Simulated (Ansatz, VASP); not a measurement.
## One calculation of In3TeW, two programs

The input INCAR:

```
SYSTEM = In3TeW
ALGO     = Normal         ! electronic algorithm
EDIFF    = 1E-7           ! SCF threshold, eV
EDIFFG   = -0.01          ! ionic threshold
ENCUT    = 600            ! plane-wave cutoff, eV
GGA      = PE             ! functional
IBRION   = 2              ! ionic algorithm
ISIF     = 3              ! what is computed and relaxed
ISMEAR   = 0              ! smearing method
LASPH    = .True.         ! aspherical terms in the spheres
LCHARG   = .False.        ! write CHGCAR
LREAL    = .False.        ! projectors in reciprocal space
LWAVE    = .False.        ! write WAVECAR
NELM     = 100            ! most SCF steps
NSW      = 100            ! ionic steps
PREC     = Accurate       ! precision mode
SIGMA    = 0.1            ! smearing width, eV
```

The input KPOINTS:

```
k-points
0
Gamma
  8 8 8
  0 0 0
```

POSCAR

```
In3TeW
1.0
    5.3937043645      0.0000000000      0.0000000000
    0.0000000000      5.3937043645      0.0000000000
    0.0000000000      0.0000000000      5.3937043645
In Te W
3 1 1
Direct
    0.5000000000      0.5000000000      0.0000000000
    0.0000000000      0.5000000000      0.5000000000
    0.5000000000      0.0000000000      0.5000000000
    0.0000000000      0.0000000000      0.0000000000
    0.5000000000      0.5000000000      0.5000000000
```

Input for Ansatz:

```yaml
crystal:
  lattice:
    - [5.3937043645, 0.0, 0.0]
    - [0.0, 5.3937043645, 0.0]
    - [0.0, 0.0, 5.3937043645]
  atoms:
    - { symbol: In, position: [0.5, 0.5, 0.0] }
    - { symbol: In, position: [0.0, 0.5, 0.5] }
    - { symbol: In, position: [0.5, 0.0, 0.5] }
    - { symbol: Te, position: [0.0, 0.0, 0.0] }
    - { symbol: W, position: [0.5, 0.5, 0.5] }
basis:
  ecutwfc: 420
kpoints:
  mp_grid: { grid: [8, 8, 8] }
hamiltonian:
  xc: pbe
scf:
  occupations: { method: gaussian, width: 0.1 }
output:
  forces: true
  stress: true
  eigenvalues: true
  write_density: true
  write_potential: true
  elf: true
  volumetric_format: npy
relax:
  adjacent_minimum: "off"
  f_tol: 0.01
  max_steps: 80
  cell: { stress_tol: 0.05 }
```

Change from the starting cell: species swapped into the Ce3InC type (Pm-3m, No. 221).

Alike in both runs: task relaxation of cell and atoms; functional PBE; k mesh 8 × 8 × 8; occupations gaussian, width 0.1 eV; no spin polarisation.

|  | VASP | Ansatz |
| --- | --- | --- |
| version | VASP 6.6.1 | Ansatz 0.2.0 |
| potentials or method | VASP PAW PBE potentials, release 64 (In_d, Te, W_sv) | scalar-relativistic, plane waves, PAW |
| plane-wave cutoff (eV) | 600 | 420 |
| valence electrons in the cell | 59 | 69 |

|  | VASP | Ansatz | Ansatz less VASP |
| --- | --- | --- | --- |
| gap on the k mesh at the Fermi level, each at its own relaxed structure (eV) | none | none | - |
| relaxed volume (Å³/atom) | 31.38 | 31.38 | 0.000 |
| relaxed cell length with the largest relative difference (Å) | 5.394 | 5.394 | 0.0000 |

A gap of «none» marks a metal or a gap that the smearing closes. The two sets of potentials don't hold the same shells in valence.

Caveats: the relaxation stopped at its first step, so nothing moved. The runs have no spin-orbit coupling, so splittings on Te, W are missing.
